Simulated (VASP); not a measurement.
Given:

```xyz
1
Lattice="0.0000 1.7600 1.7600 1.7600 0.0000 1.7600 1.7600 1.7600 0.0000" Properties=species:S:1:pos:R:3 pbc="T T T"
Ni     0.0000     0.0000     0.0000
```
Starting moments (μB, in the order of the record's atoms Ni): 0.8.

Method: vdW-DF-cx, VASP's PBE PAW potentials (set 64) (plane waves; VASP). Run with 520 eV cut-off, 16×16×16 Γ-centred mesh, first-order Methfessel-Paxton smearing of 0.10 eV, potentials Ni.

Energy and stress use the plane-wave basis of the starting cell.

Problem. The ions, cell shape and volume are relaxed. Predict the relaxed structure.

Solution. 
```xyz
1
Lattice="0.0000 1.7351 1.7351 1.7351 0.0000 1.7351 1.7351 1.7351 0.0000" Properties=species:S:1:pos:R:3 pbc="T T T"
Ni     0.0000     0.0000     0.0000
```
Space group Fm-3m (225), at a tolerance of 0.03 Å. The cell ends with 0.58 μB, on the sites 0.59 μB.

Problem. How do energy and volume change from the first to the last step?

Solution. The energy (σ→0) changes by -12.9 meV/atom and the volume by -4.2 %, in 3 ionic steps.

```csv
step,E(σ→0) (eV),max force (eV/Å),pressure (GPa),volume (Å³)
1,-3.0256,0.000,-8.65,10.90
2,-3.0243,0.000,10.71,10.00
3,-3.0384,0.000,-0.09,10.45
```

The compound is Ni in the fcc structure. This run relaxes it. Symmetry was kept, so distortions that lower it aren't found.
